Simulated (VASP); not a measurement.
Input for VASP

File KPOINTS:
```
Automatic mesh
0
Gamma
9 9 9
0 0 0
```

**INCAR**
```
ISMEAR=0   # Gaussian
ALGO=Normal   # blocked Davidson
SYSTEM=NaCl
LCHARG=F
NSW=40
ENCUT=500   # plane-wave cut-off (eV)
GGA=PS   # PBEsol
PREC=Accurate
EDIFF=1E-6
PSTRESS=450
LWAVE=F
LASPH=T   # aspherical one-centre terms
IBRION=2
SIGMA=0.05   # width (eV)
NELM=100
ISIF=3   # ions, shape and volume
LREAL=F   # projection in real space or not
EDIFFG=-0.02   # ionic stop
```

### POSCAR
```
NaCl
1.0
  0.0000000000   2.4336546074   2.4336546074
  2.4336546074   0.0000000000   2.4336546074
  2.4336546074   2.4336546074   0.0000000000
Na Cl
1 1
Cart
  0.0000000000   0.0000000000   0.0000000000
  2.4336546074   2.4336546074   2.4336546074
```

POTCAR, in this order: Na_pv Cl (PBE.64 set). Program: vasp_std.

Task: Translate this PBEsol calculation to Ansatz.

Result: One equivalent input (not run):
Ansatz 0.2 input:
```yaml
crystal:
  lattice:
    - [0.0000000, 2.4336546, 2.4336546]
    - [2.4336546, 0.0000000, 2.4336546]
    - [2.4336546, 2.4336546, 0.0000000]
  atoms:
    - { symbol: Na, position: [0.0000000, 0.0000000, 0.0000000] }
    - { symbol: Cl, position: [0.5000000, 0.5000000, 0.5000000] }
kpoints:
  mp_grid: { grid: [9, 9, 9] }
hamiltonian:
  xc: pbesol
  pseudopotentials: { kind: paw }
scf:
  occupations: { method: gaussian, width: 0.05 }
  max_iter: 100
relax:
  max_steps: 40
  f_tol: 0.02
  cell: { p_target: 45 }
output: { forces: true, stress: true, eigenvalues: true }
```
Limits of the translation: each code has its own PAW files, so the cut-off isn't converted (ENCUT is set for VASP's; basis.ecutwfc is left out, and Ansatz then takes the one that its files recommend); Ansatz stops its SCF on the density residual and VASP on the energy change (EDIFF).

The compound is NaCl in the rock salt structure. This run relaxes it under an external pressure of 45 GPa. Symmetry was kept, so distortions that lower it aren't found.
